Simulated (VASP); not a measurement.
**Zn: relaxation of shape and atoms at fixed volume with LDA**

Crystal: Zn.

```
Zn
1.0
     2.52428    0.00000    0.00000
    -1.26214    2.18609    0.00000
     0.00000    0.00000    4.78004
Zn
2
Cartesian
  0.0000 1.4574 1.1950
  1.2621 0.7287 3.5850
```

The cell isn't the ideal one: a relaxed cell with its volume scaled by 0.96.

* Program: VASP 6.6.1
* Task: relaxation of shape and atoms at fixed volume
* Functional: LDA
* Potentials or basis: VASP PAW LDA potentials, release 64 (Zn)
* Cutoff: 600 eV
* k mesh: 18 × 18 × 8
* Occupations: methfessel-paxton, width 0.1 eV
* Spin: no spin polarisation
* Further INCAR settings: ALGO = Normal; EDIFF = 1e-07; IBRION = 2; EDIFFG = -0.01; NSW = 40; ISIF = 4

The energy gained by relaxing is 2.1 meV/atom, the ionic steps are 5 and the pressure after relaxing is 3.6 GPa. The band gap on the k mesh is none (metal or under the smearing width).

Step by step:
```
step  energy change (eV)  largest force (eV/Å)  pressure (GPa)
   1              0.0000                0.0000            4.69
   2             -0.0023                0.0000            4.25
   3             -0.0035                0.0000            3.96
   4             -0.0038                0.0000            3.82
   5             -0.0043                0.0000            3.59
```

Final structure:
```yaml
crystal:
  lattice:
    - [2.55478, 0.00000, 0.00000]
    - [-1.27739, 2.21250, 0.00000]
    - [0.00000, 0.00000, 4.66660]
  atoms:
    - { symbol: Zn, position: [0.33333, 0.66667, 0.25000] }
    - { symbol: Zn, position: [0.66667, 0.33333, 0.75000] }
```

Levels at points of the mesh, in eV from the Fermi level:
```tsv
k point	band 9	band 10	band 11	band 12	band 13	band 14	band 15	band 16
(0.00, 0.00, 0.00)	-7.82	-7.52	-7.52	-4.40	-2.88	15.36	18.76	19.14
(0.50, 0.00, 0.00)	-7.32	-7.29	-3.47	-2.47	2.94	3.57	4.91	6.05
(0.00, 0.00, 0.50)	-7.64	-7.64	-7.64	-7.64	5.27	5.27	20.26	20.26
(0.50, 0.00, 0.50)	-7.31	-7.31	-2.46	-2.46	0.24	0.24	11.17	11.17
```

Wall time 80 s on 1 thread of Intel(R) Xeon(R) 6975P-C (Granite Rapids), with other jobs on the host, peak memory 0.19 GiB.
